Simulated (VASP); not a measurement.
A convergence study with VASP on Li (bcc): one setting is varied, all else stays as given below, so the limit is that of these other settings.

```
CELL_PARAMETERS angstrom
     -1.74500     1.74500     1.74500
      1.74500    -1.74500     1.74500
      1.74500     1.74500    -1.74500
ATOMIC_POSITIONS crystal
  Li 0.00000 0.00000 0.00000
```

Method: PBE GGA, VASP's PBE PAW potentials (set 64) (plane waves; VASP). The tightest run used: 700 eV cut-off, 20×20×20 Monkhorst-Pack mesh, first-order Methfessel-Paxton smearing of 0.10 eV, potentials Li_sv.

Problem. The settings run are 1×1×1 mesh; 2×2×2 mesh; 3×3×3 mesh; 4×4×4 mesh; 5×5×5 mesh; 6×6×6 mesh; 7×7×7 mesh; 8×8×8 mesh; 9×9×9 mesh; 10×10×10 mesh; 11×11×11 mesh; 12×12×12 mesh; 13×13×13 mesh; 14×14×14 mesh; 15×15×15 mesh; 16×16×16 mesh; 17×17×17 mesh; 18×18×18 mesh; 19×19×19 mesh; 20×20×20 mesh. From which on does the energy per atom stay within 0.005 eV/atom of the tightest run?

Solution. From 9×9×9 mesh on: it is off by 0.0028 there and by no more than 0.005 in any finer run, while 8×8×8 mesh is off by 0.0158.
```
setting        E (eV/atom)  pressure (GPa)  irreducible k-points  difference judged (eV/atom)
-------------  -----------  --------------  --------------------  ---------------------------
1×1×1 mesh         -4.0952           -8.16                     1                       2.1934
2×2×2 mesh         -1.6865            0.43                     2                       0.2152
3×3×3 mesh         -2.0635           -1.38                     4                       0.1617
4×4×4 mesh         -1.8768           -0.70                     6                       0.0249
5×5×5 mesh         -1.8983           -0.80                    10                       0.0035
6×6×6 mesh         -1.9227           -0.87                    14                       0.0210
7×7×7 mesh         -1.9036           -0.77                    20                       0.0018
8×8×8 mesh         -1.9176           -0.90                    26                       0.0158
9×9×9 mesh         -1.9045           -0.78                    35                       0.0028
10×10×10 mesh      -1.9058           -0.81                    44                       0.0041
11×11×11 mesh      -1.9057           -0.79                    56                       0.0040
12×12×12 mesh      -1.9049           -0.79                    68                       0.0031
13×13×13 mesh      -1.9037           -0.81                    84                       0.0019
14×14×14 mesh      -1.9041           -0.79                   100                       0.0024
15×15×15 mesh      -1.9016           -0.79                   120                       0.0002
16×16×16 mesh      -1.9032           -0.80                   140                       0.0014
17×17×17 mesh      -1.9015           -0.78                   165                       0.0002
18×18×18 mesh      -1.9021           -0.80                   190                       0.0003
19×19×19 mesh      -1.9019           -0.78                   220                       0.0002
20×20×20 mesh      -1.9017           -0.78                   250                       0.0000
```

Left out are rungs that failed or repeat a setting and relaxations that didn't move; long series are thinned to 24 rows.

The compound is Li in the bcc structure. The cell was not relaxed at this level.
